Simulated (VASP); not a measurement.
Runs of VASP 6.6.1 on Ti. It takes space group P6_3/mmc (No. 194, hexagonal). Conventional cell: a = 2.950 Å, b = 2.950 Å, c = 4.680 Å, α = 90.00°, β = 90.00°, γ = 120.00°. Ti (site symmetry -6m2) is surrounded by 12 Ti at 2.89 to 2.95 Å. 

| level | potentials or basis | k mesh | cutoff (eV) | gap on the mesh (eV) | pressure (GPa) |
| --- | --- | --- | --- | --- | --- |
| PBEsol | VASP PAW PBE potentials, release 64 (Ti_sv) | 13 × 13 × 7 | 700 | none | -5.9 |
| PBEsol | VASP PAW PBE potentials, release 64 (Ti_sv) | 13 × 13 × 7 | 600 | none | -5.9 |
| PBE | VASP PAW PBE potentials, release 64 (Ti_sv) | 13 × 13 × 7 | 520 | none | -1.8 |
| PBEsol | VASP PAW PBE potentials, release 64 (Ti) | 13 × 13 × 7 | 500 | none | (a) |
| PBEsol | VASP PAW PBE potentials, release 64 (Ti_sv) | 18 × 18 × 10 | 520 | none | -6.0 |
| r2SCAN | VASP PAW PBE potentials, release 64 (Ti_sv) | 13 × 13 × 7 | 520 | none | -1.8 |

Alike in all rows: task electric field gradients; no spin polarisation; cell as given; smearing fermi-dirac 0.05 eV.

Problem. Estimate the missing entries.

Solution. (a) -7.1.

Caveats: the PAW data sets were made with another functional, which shifts forces and pressure a little (some runs).

A k mesh can miss the band edges.

A gap of «none» marks a metal or a gap under the smearing width.

Not every run made on this cell is shown here.
